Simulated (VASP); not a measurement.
Be (hcp) relaxed at rising pressure, in one space group throughout; other phases were not tried. The pressures are those reached. Computed with PBEsol GGA, VASP's PBE PAW potentials (set 64) (plane waves; VASP).

| P (GPa) | V (Å³/atom) | k-mesh |
|---|---|---|
| -0.06 | 7.859 | 18×18×10 |
| 4.99 | 7.564 | 19×19×10 |
| 9.98 | 7.314 | 19×19×11 |
| 19.80 | 6.905 | 19×19×11 |
| 30.09 | 6.564 | 20×20×11 |

A change of mesh leaves a small step in the series.

Fit an equation of state and predict the volume at 45.16 GPa.

Least squares on the third-order Birch-Murnaghan form, P = (3B0/2)(y⁷ − y⁵)[1 + (3/4)(B′ − 4)(y² − 1)] with y = (V0/V)^(1/3), gives V0 = 7.856 Å³/atom, B0 = 123 GPa and B′ = 3.5, and so 6.163 Å³/atom. The run gave 6.160 Å³/atom, -0.0 % from the fit.

Pressures at which the relaxation failed are left out.

The compound is Be in the hcp structure.
